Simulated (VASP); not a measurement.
Crystal: LuAl3N4.

```
Lu Al N
1.0
     3.14641    0.01175   -0.02415
    -1.56303    2.72671    0.03665
    -0.07918    0.09306   10.64263
Lu Al N
1 3 4
Direct
  0.97237 0.97378 0.90377
  0.32965 0.66749 0.65070
  0.37247 0.67086 0.17613
  0.67643 0.36101 0.42617
  0.37472 0.66287 0.47331
  0.31937 0.64007 0.99906
  0.69188 0.31061 0.23662
  0.67074 0.34026 0.71415
```

The cell was built by a generator and needn't be a form met in nature.

```yaml
Program: VASP 6.6.1
Task: relaxation of cell and atoms
Functional: PBE
Potentials_or_basis: VASP PAW PBE potentials, release 64 (Lu, Al, N)
Cutoff: 520 eV
k_mesh: 6 × 6 × 2
Occupations: gaussian, width 0.05 eV
Spin: no spin polarisation
```

At the start: pressure 4.1 GPa; volume 11.44 Å³/atom.

**Question.** Where does the relaxation end?

**Answer.** Over 33 steps the energy falls by 85.1 meV/atom and the volume is 11.68 Å³/atom (+2.2 %); space group P3m1 (No. 156, to 0.05 Å).

Step by step:
```csv
step,energy change (eV),largest force (eV/Å),pressure (GPa),volume (Å³)
1,0.0000,4.8668,4.12,91.49
2,-0.3019,2.2244,-1.31,95.35
3,-0.5926,0.6260,-1.60,93.54
4,-0.5925,0.5852,0.20,93.50
5,-0.6420,0.3755,-0.29,93.78
6,-0.6423,0.3795,-0.56,93.81
7,-0.6588,0.2736,-0.67,93.39
8,-0.6588,0.2948,0.17,93.31
9,-0.6590,0.2850,0.34,93.34
10,-0.6660,0.1476,-0.09,93.47
11,-0.6664,0.2096,0.02,93.50
12,-0.6713,0.1379,-0.27,93.60
13,-0.6714,0.1470,-0.18,93.60
14,-0.6747,0.0850,-0.07,93.48
15,-0.6760,0.1755,0.36,93.33
16,-0.6779,0.1179,-0.10,93.41
17,-0.6792,0.1092,-0.32,93.53
18,-0.6801,0.0760,-0.03,93.37
19,-0.6801,0.0998,0.31,93.29
20,-0.6802,0.0850,0.03,93.31
21,-0.6802,0.0952,0.27,93.30
22,-0.6802,0.0867,0.09,93.30
23,-0.6806,0.0415,0.25,93.31
24,-0.6807,0.0478,0.13,93.31
25,-0.6810,0.0353,0.02,93.40
26,-0.6810,0.0338,0.09,93.44
27,-0.6809,0.0479,-0.25,93.52
28,-0.6810,0.0477,-0.27,93.46
29,-0.6810,0.0508,-0.21,93.45
30,-0.6810,0.0560,-0.09,93.44
31,-0.6811,0.0386,-0.03,93.46
32,-0.6811,0.0364,0.03,93.45
33,-0.6812,0.0185,-0.27,93.48
```

Final structure:
```cif
data_structure
_symmetry_space_group_name_H-M 'P 1'
_symmetry_Int_Tables_number 1
_cell_length_a 3.2054
_cell_length_b 3.2035
_cell_length_c 10.5108
_cell_angle_alpha 90.030
_cell_angle_beta 90.007
_cell_angle_gamma 119.994
_cell_volume 93.48
loop_
_atom_site_label
_atom_site_type_symbol
_atom_site_fract_x
_atom_site_fract_y
_atom_site_fract_z
_atom_site_occupancy
Lu1 Lu 0.00637 0.99164 0.90148 1
Al1 Al 0.34393 0.66393 0.65343 1
Al2 Al 0.34200 0.66081 0.17744 1
Al3 Al 0.67751 0.32954 0.41574 1
N1 N 0.34410 0.66305 0.47505 1
N2 N 0.34049 0.65916 0.99969 1
N3 N 0.67579 0.32796 0.23711 1
N4 N 0.67744 0.33085 0.71998 1
```
